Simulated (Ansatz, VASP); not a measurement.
# Cross-check of YbSe between VASP and Ansatz, part 2 of 2

Wanted: the spread between two codes on one cell, functional and k mesh. The cell is taken from a series of runs on this material, whose earlier steps may have relaxed, scaled, displaced or heated it; both programs get it as it stands.

VASP 6.6.1 and Ansatz 0.2.0.

So far: The starting structure; VASP: zone-centre phonons, PBEsol, DFT+U.

### Step 3. Ansatz: zone-centre phonons, PBEsol, DFT+U

Level of this step: Ansatz beside VASP: Kohn-Sham DFT, plane waves, PBEsol, DFT+U (Ansatz).

Ansatz runs on its default PAW (the set named soft_2) files.

The same cell, functional and mesh now go to Ansatz, which takes its cutoff from its data sets.

The input, input.yaml:

```yaml
crystal:
  lattice:
    - [0.0, 2.9230437209, 2.9230437209]
    - [2.9230437209, 0.0, 2.9230437209]
    - [2.9230437209, 2.9230437209, 0.0]
  atoms:
    - { symbol: Yb, position: [0.0, 0.0, 0.0] }
    - { symbol: Se, position: [0.5, 0.5, 0.5] }
kpoints:
  mp_grid: { grid: [8, 8, 8] }
hamiltonian:
  xc: pbesol
  hubbard: { sites: [{ species: Yb, l: f, u_eff: 6.0 }] }
scf:
  occupations: { method: fixed }
  convergence: { dr2_threshold: 1.0e-10 }
output:
  eigenvalues: true
phonons:
  method: dfpt
  dielectric: true
  rigid_motions: translations
```

Command:

```bash
$ ansatz run input.yaml --threads 8 --pin off --max-ram 14336MiB --backend cpu --events-out ev --progress --plain --runs-dir out
```

Numbers of over 12 decimals in the logs are rounded to 6 here.

The log of the run:

```text
Yb: projections on atomic orbitals take those of the free atom [Kr 4d10] 4f14 5s2 5p6 5d0 6s2, of charge +0.00 (hamiltonian.pseudopotentials.projection_atoms); the dataset's partial waves leave at most 1.5e-4 of an orbital's norm unspanned inside its sphere
Se: projections on atomic orbitals take those of the free atom [Ar] 3d10 4s2 4p4, of charge +0.00 (hamiltonian.pseudopotentials.projection_atoms); the dataset's partial waves leave at most 2.3e-6 of an orbital's norm unspanned inside its sphere
Engine: ansatz 0.2.0, x86_64-unknown-linux-gnu
Pseudopotentials: kind: paw
Pseudopotential: Yb, paw, valence charge 24, recommended cutoff 420 eV (normal), Yb.paw.azcp
Pseudopotential: Se, paw, valence charge 16, recommended cutoff 420 eV (normal), Se.paw.azcp
Functional definition: PBEsol
  exchange = pbesol_x
  correlation = pbesol_c
Crystal: 2 atoms, lattice volume = 49.950 Å³
Basis set: ecut = 420 eV, 941 PW (Γ), exchange–correlation on 60×60×60 points (8 copies of the dense FFT grid, shifted against one another)
Bands: 24, of which v1, the nominal top of the filled ones, is band 20 counted from 1 (19 counted from 0)
Symmetry: 48 space group operations
k-points: 59 of 512 (irreducible under 8 space group operations, time reversal used)
Non-local potential: Yb, projectors of the file, l = 0: 3, l = 1: 2, l = 2: 2, l = 3: 3
Non-local potential: Se, projectors of the file, l = 0: 2, l = 1: 2, l = 2: 3, l = 3: 1
PAW form: soft (Blöchl's): semilocal exchange-correlation on the pseudo side does not see the compensation charge
PAW frozen core: Yb, regenerated for the run's functional, and the local potential with it (the file was generated under x = pbe(κ = 0.804, μ = 0.219515), c = pbe(β = 0.066725))
PAW frozen core: Se, regenerated for the run's functional, and the local potential with it (the file was generated under x = pbe(κ = 0.804, μ = 0.219515), c = pbe(β = 0.066725))
PAW one-centre angular grid: Yb, 590 points (default); XC on 64 Gauss nodes
PAW one-centre angular grid: Se, 590 points (default); XC on 64 Gauss nodes
Initial density: superposition of atomic densities (chi_scale 0.1, normalization cell)
Initial wavefunctions: pseudopotential atomic-orbital guess
Functional: x = pbesol(κ = 0.804, μ = 0.123457), c = pbesol(β = 0.046)
iter 1 solved again at ethr=2.50e-3 eV; its pass at ethr=3.10e-3 eV (dr2=9.99e-1 eV) is discarded
SCF iter   1: F=—  HF=-19104.614294 eV  |F-HF|=—  |Δ(HF+E_count)|=         —  Δρ=4.56e-2  dr2=9.94e-1  ethr=2.50e-3  ⟨swp⟩=1.0  Hψ=7063  notcnv=0  defer=37
preconditioner: auto → none  [insulator: Δε(μ)=1.525 eV  Ē_g=11.915 eV  n_scr=14 (ndim 8)  ℏωp=27.8 eV  f_vac=0.000  ε∞_Penn≈6.4]
SCF iter   2: F=—  HF=-19104.658795 eV  |F-HF|=—  |Δ(HF+E_count)|=   4.45e-2  Δρ=4.22e-2  dr2=6.83e-1  ethr=2.49e-3  ⟨swp⟩=3.2  Hψ=3319  notcnv=0  defer=94
SCF iter   3: F=—  HF=-19104.404300 eV  |F-HF|=—  |Δ(HF+E_count)|=   2.54e-1  Δρ=1.97e-2  dr2=1.72e-1  ethr=1.71e-3  ⟨swp⟩=2.9  Hψ=3436  notcnv=0  defer=103
SCF iter   4: F=—  HF=-19104.377607 eV  |F-HF|=—  |Δ(HF+E_count)|=   2.67e-2  Δρ=6.25e-3  dr2=1.82e-2  ethr=4.29e-4  ⟨swp⟩=2.8  Hψ=2839  notcnv=0  defer=114
SCF iter   5: F=—  HF=-19104.379090 eV  |F-HF|=—  |Δ(HF+E_count)|=   1.48e-3  Δρ=9.22e-4  dr2=3.21e-4  ethr=4.56e-5  ⟨swp⟩=2.9  Hψ=2665  notcnv=0  defer=113
SCF iter   6: F=—  HF=-19104.379029 eV  |F-HF|=—  |Δ(HF+E_count)|=   6.10e-5  Δρ=2.26e-4  dr2=1.41e-5  ethr=8.02e-7  ⟨swp⟩=2.4  Hψ=2644  notcnv=0  defer=113
SCF iter   7: F=—  HF=-19104.379041 eV  |F-HF|=—  |Δ(HF+E_count)|=   1.18e-5  Δρ=5.33e-5  dr2=8.73e-7  ethr=3.51e-8  ⟨swp⟩=2.0  Hψ=2536  notcnv=0  defer=24
SCF iter   8: F=—  HF=-19104.379042 eV  |F-HF|=—  |Δ(HF+E_count)|=   9.20e-7  Δρ=5.95e-6  dr2=1.43e-8  ethr=2.18e-9  ⟨swp⟩=2.0  Hψ=2591  notcnv=0  defer=5
SCF iter   9: F=—  HF=-19104.379042 eV  |F-HF|=—  |Δ(HF+E_count)|=   1.51e-9  Δρ=2.59e-6  dr2=2.85e-9  ethr=3.58e-11  ⟨swp⟩=2.4  Hψ=2486  notcnv=0  defer=5
SCF iter  10: F=-19104.379042 eV  HF=-19104.379042 eV  |F-HF|=3.27e-11  |Δ(HF+E_count)|=  6.33e-10  Δρ=3.08e-7  dr2=3.92e-11  ethr=1.00e-12  ⟨swp⟩=8.7  Hψ=11283  notcnv=0
SCF 1 converged in 10 iterations: F = -19104.379042 eV  dr2 = 3.92e-11
  greatest PAW one-centre occupation: 1.000 electrons in one spin orbital (limit 2), on the Se atom at site 1 (counted from 0), in its partial waves of l = 2
DFPT response loops at Γ: preconditioner auto → none (the input reference at scf.mixing.eps_inf says where Resta's filter doesn't serve); β = 0.50; Broyden in place of MSR1
── the response to a field inside a basis, on 8×8×8 k-points: an SCF that follows is theirs, and a resumed run solves both again ──
Bands: 21, of which v1, the nominal top of the filled ones, is band 20 counted from 1 (19 counted from 0)
k-points: 60 of 512 (irreducible under 12 space group operations)
Initial density: handed on by an earlier stage of this run
Initial wavefunctions: pseudopotential atomic-orbital guess (no wavefunctions were taken with the density)
Eigensolver: Dense (60 Hₖ)
SCF iter   1: F=—  HF=-19104.377039 eV  |F-HF|=—  |Δ(HF+E_count)|=         —  Δρ=1.33e-4  dr2=1.91e-6  ethr=1.00e-1
preconditioner: auto → none  [insulator: Δε(μ)=1.049 eV  Ē_g=9.547 eV  n_scr=14 (ndim 8)  ℏωp=27.8 eV  f_vac=0.026  ε∞_Penn≈9.5]
SCF iter   2: F=—  HF=-19104.377040 eV  |F-HF|=—  |Δ(HF+E_count)|=   5.55e-7  Δρ=1.05e-4  dr2=3.36e-6  ethr=4.78e-9
SCF iter   3: F=—  HF=-19104.377039 eV  |F-HF|=—  |Δ(HF+E_count)|=   5.77e-7  Δρ=5.66e-5  dr2=6.84e-7  ethr=4.78e-9
SCF iter   4: F=—  HF=-19104.377039 eV  |F-HF|=—  |Δ(HF+E_count)|=   2.15e-7  Δρ=2.52e-5  dr2=8.83e-8  ethr=1.71e-9
SCF iter   5: F=—  HF=-19104.377039 eV  |F-HF|=—  |Δ(HF+E_count)|=   5.84e-9  Δρ=5.61e-6  dr2=4.72e-9  ethr=2.21e-10
SCF iter   6: F=—  HF=-19104.377039 eV  |F-HF|=—  |Δ(HF+E_count)|=   1.14e-9  Δρ=5.01e-7  dr2=5.54e-11  ethr=1.18e-11
SCF iter   7: F=-19104.377039 eV  HF=-19104.377039 eV  |F-HF|=3.64e-12  |Δ(HF+E_count)|=  4.00e-11  Δρ=2.82e-8  dr2=1.43e-13  ethr=1.00e-12
SCF 1 converged in 7 iterations: F = -19104.377039 eV  dr2 = 1.43e-13
DFPT response loops at Γ: mixed as the last ones told, above
WARN: field response: ε∞ stands inside a basis, on 8×8×8 points; the force constants stand on the 8×8×8 k-mesh, whose period is 12.29 times the interband length at k = (0.0000, -0.5000, -0.5000), direct gap 1.299 eV, under 14: take them and everything formed from them as unconverged, and compare with a denser kpoints.mp_grid
SCF converged after 10 iterations
Free energy (F): -19104.379042 eV
Harris-Foulkes:  -19104.379042 eV  (|F-HF|=3.27e-11)
Internal energy: -19104.379042 eV  (E = F + TS)
E sigma→0 (E₀):  -19104.379042 eV
Fermi energy:    11.353711 eV
--- Per-component energies (eV) ---
  E_band       = -300.520442
  E_kinetic    = 474.454239
  E_local      = -8170.910825  (includes V_loc(G=0)·N_el)
  E_nonlocal   = -25.807027
  E_hartree    = 3722.208405
  E_xc         = -265.980026
  E_vxc        = -301.707859  (∫ρ·V_xc dr)
  E_hubbard    = 0.136944  (on-site DFT+U / exact-exchange correction)
  E_vhub       = -41.588667  (the Hubbard potential's part of the band-sum identity)
  E_paw        = -9111.979534  (= ΣΔE_a)
  E_vpaw       = 320.624119  (= ΣTr[D̂ρ^β])
  E_aug_tail   = -0.000602  (compensation charges beyond the density's cutoff)
  E_ewald      = -5728.638261
  E_core_change = 2.137644  (= ΣΔE_core)
  E_smearing   = -0.000000  (= −TS)
  E_closure    = -0.000000  (closes the sum)
  Σ components = -19104.379042   (vs F -19104.379042, Δ=0.00e0)
--- Band table (eV; the first three rows and the last of 59) ---
  k-point 0: bands = [... 16 lower, 10.4663, 11.3537, 11.3537, 11.3537, 13.3621, 14.3123, 14.3123, 14.3123]
  k-point 1: bands = [... 16 lower, 10.4668, 10.8712, 11.0858, 11.0858, 13.9621, 14.6183, 14.6183, 14.8223]
  k-point 2: bands = [... 16 lower, 10.4681, 10.5714, 10.6948, 10.6948, 14.2486, 15.3865, 15.3865, 16.4923]
  k-point 58: bands = [... 16 lower, 10.4222, 10.4482, 10.4540, 10.5459, 15.2218, 15.2218, 15.8536, 17.7958]
Occupation matrices written to <dir>
--- Phonons (Γ-DFPT): 2 representative perturbations + reference, on 59 of 512 k-points (Σ response iterations 17) ---
  k mesh reduced under 8 symmetry operations, with k and −k counted as one. Each operation leaves every solved perturbation unchanged. A smaller set is not considered because the run has a Hubbard term
  ASR residual: 2.900e-4 → 0.000e0 eV/Å²; symmetrization residual: 2.904e-7 eV/Å²
  ASR residual per site (eV/Å²): 2.90e-4 1.56e-5
  Γ frequencies (cm⁻¹): 0.00 0.00 0.00 133.03 133.03 133.03
  ε∞ (high-frequency dielectric tensor):
        7.764258     0.000000     0.000000
        0.000000     7.764258    -0.000000
        0.000000    -0.000000     7.764258
  ε⁰ (static dielectric tensor: ions relaxed, cell fixed):
       14.142074     0.000000     0.000000
        0.000000    14.142074     0.000000
        0.000000     0.000000    14.142074
  ε⁰ − ε∞ (ionic part):
        6.377815     0.000000     0.000000
        0.000000     6.377815     0.000000
        0.000000     0.000000     6.377815
  softest optical mode at Γ: 133.03 cm⁻¹; the repairs (sum rule, projections) moved no ω² at Γ by more than (0.68 cm⁻¹)²
  Born effective charges Z* (e; rows j = field, columns β = displacement):
    site 0:
         2.49261   -0.00000    0.00000
         0.00000    2.49261    0.00000
        -0.00000    0.00000    2.49261
    site 1:
        -2.49261    0.00000   -0.00000
        -0.00000   -2.49261   -0.00000
         0.00000   -0.00000   -2.49261
  Z* charge neutrality: 6.799e-4 e pre-enforcement
  solved inside a basis spanned on kpoints, on 8×8×8 k-points, its susceptibility summed on 12×12×12: ε∞ is read to err by 2.3e-2, Z* by 2.5e-2 e (field_mesh: kpoints solves on kpoints); Z* is corrected for what the basis lacks
  optical modes at Γ without the LO–TO term, one row a degenerate level:
      ω (cm⁻¹)  modes    IR ((D/Å)²/amu)
        133.03      3             7.9304
  optical modes at Γ + LO–TO along q̂ = [1.0000, 0.0000, 0.0000]:
      ω (cm⁻¹)  modes    IR ((D/Å)²/amu)
        133.03      2             5.2869
        179.54      1             2.6435
  optical modes at Γ + LO–TO along q̂ = [0.0000, 1.0000, 0.0000]:
      ω (cm⁻¹)  modes    IR ((D/Å)²/amu)
        133.03      2             5.2869
        179.54      1             2.6435
  optical modes at Γ + LO–TO along q̂ = [0.0000, 0.0000, 1.0000]:
      ω (cm⁻¹)  modes    IR ((D/Å)²/amu)
        133.03      2             5.2869
        179.54      1             2.6435
```

The column dr2 measures how far the density is from self-consistency, as an energy; F and HF (Harris–Foulkes) agree once it is small.

### Step 4. Side by side

Known differences besides the potentials themselves: U acts on the PAW sphere in VASP and on atomic orbitals in Ansatz, so only states and trends compare; fixed occupations in Ansatz, narrow Gaussian smearing in VASP; the data sets hold 40 valence electrons in Ansatz (on its default PAW (the set named soft_2) files) and 30 in VASP; the cutoff is 420 eV in Ansatz and 600 eV in VASP; Ansatz makes its cores anew for this functional, VASP keeps those of its PBE data sets; VASP uses finite displacements, Ansatz perturbation theory. Total energies have different zeros and are not compared.

Both answers:

```
                  quantity  Ansatz   VASP  difference
optical mode 1 to 3 (cm⁻¹)   133.0  129.9     +2.39 %
```

Modes are paired by rising frequency, not by their patterns, so a pair may set unlike modes beside each other; they are those without the splitting of longitudinal modes.

### Step 5. Summary of results

| Quantity | Value |
| --- | --- |
| r.m.s. difference of the optical zone-centre modes, each program's sorted by frequency (zone-centre phonons, PBEsol, DFT+U) | 3.1 cm⁻¹ |
| difference in optical mode 1 to 3 (zone-centre phonons, PBEsol, DFT+U) | +2.4 % |

**Reading.** The r.m.s. difference of the optical zone-centre modes, each program's sorted by frequency is 3.1 cm⁻¹ (zone-centre phonons, PBEsol, DFT+U). The data sets hold unlike numbers of valence electrons (40 in Ansatz and 30 in VASP), so part of the differences comes from the potentials. Among the rows given in per cent, the largest difference of the zone-centre phonons, PBEsol, DFT+U pair is in optical mode 1 to 3, +2.4 %. 2 further runs of this series are not shown here. How closely two codes agree says nothing of how well the functional describes the real material.

[Lines on the potential files, build, host, timing and source positions are cut from VASP's logs without a mark.]

[Logs are printed without paths, hosts, clocks, repeated set-up lines and the standing remarks that a program may print on its own settings, such as how far it seeks lower states.]

[Hosts, paths, dates, database ids (printed as entryN), source tags and the programs' standing remarks are cut or masked in the printed files.]
